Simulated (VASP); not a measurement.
Input:

```xyz
3
Lattice="2.1041 -3.6445 0.0000 2.1041 3.6445 0.0000 0.0000 0.0000 7.5570" Properties=species:S:1:pos:R:3 pbc="T T T"
Mg     0.0000     0.0000     0.0000
I      2.1041     1.2148     1.6698
I      2.1041    -1.2148     5.8872
```

Method: PBE GGA, VASP's PBE PAW potentials (set 64) (plane waves; VASP). Run with 480 eV cut-off, 6×6×4 Γ-centred mesh, Gaussian smearing of 0.050 eV, potentials Mg I.

Energy and stress use the plane-wave basis of the starting cell. Without a dispersion term in the relaxation, distances and binding between the weakly bound layers, chains or molecules are unreliable, and so is what depends on them.

Problem. The ions, cell shape and volume at an external pressure of 2.0 GPa are relaxed. Give the cell that the relaxation ends in.

Solution. 
```xyz
3
Lattice="2.0544 -3.5584 0.0000 2.0544 3.5584 0.0000 0.0000 0.0000 6.7225" Properties=species:S:1:pos:R:3 pbc="T T T"
Mg     0.0000     0.0000     0.0000
I      2.0544     1.1861     1.6724
I      2.0544    -1.1861     5.0501
```
Space group P-3m1 (164), at a tolerance of 0.03 Å.

Problem. How do energy and volume change from the first to the last step?

Solution. The energy (σ→0) changes by +27.8 meV/atom and the volume by -15.2 %, in 16 ionic steps.

The compound is MgI2 in the 1T layered structure. This run relaxes it under an external pressure of 2 GPa. Symmetry was kept, so distortions that lower it aren't found.
